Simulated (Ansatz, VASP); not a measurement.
# Two plane-wave programs on Rb2SrTe2

```xyz
5
Lattice="6.4709 0.0000 0.0000 0.0000 6.4709 0.0000 0.0000 0.0000 12.4935" Properties=species:S:1:pos:R:3 pbc="T T T"
Rb    0.0000    0.0000    6.2467
Rb    3.2355    3.2355    6.2467
Sr    0.0000    0.0000    0.0000
Te    0.0000    0.0000    3.0223
Te    0.0000    0.0000    9.4711
```

Alike in both runs: functional PBE; k mesh 4 × 4 × 2; occupations gaussian, width 0.1 eV; no spin polarisation.

Ansatz relaxed the structure, and its values are those at the end. VASP's run is a single point on that final structure, the one shown.

```csv
,VASP,Ansatz
version,VASP 6.6.1,Ansatz 0.2.0
potentials or method,"VASP PAW PBE potentials, release 64 (Rb_sv, Sr_sv, Te)","scalar-relativistic, plane waves, PAW"
plane-wave cutoff (eV),520,420
valence electrons in the cell,40,60
```

|  | VASP | Ansatz | Ansatz less VASP |
| --- | --- | --- | --- |
| gap on the k mesh at the Fermi level (eV) | 0.23 | 0.23 | +0.001 |
| least direct gap on the mesh (eV) | 0.25 | 0.25 | +0.001 |
| pressure (GPa) | 0.1 | 0.0 | -0.02 |
| rms of the force components (eV/Å) | 0.001 | 0.005 | +0.0046 |

The two sets of potentials don't hold the same shells in valence.

Caveats: spin-orbit coupling is left out, which moves the levels of the heavy elements.
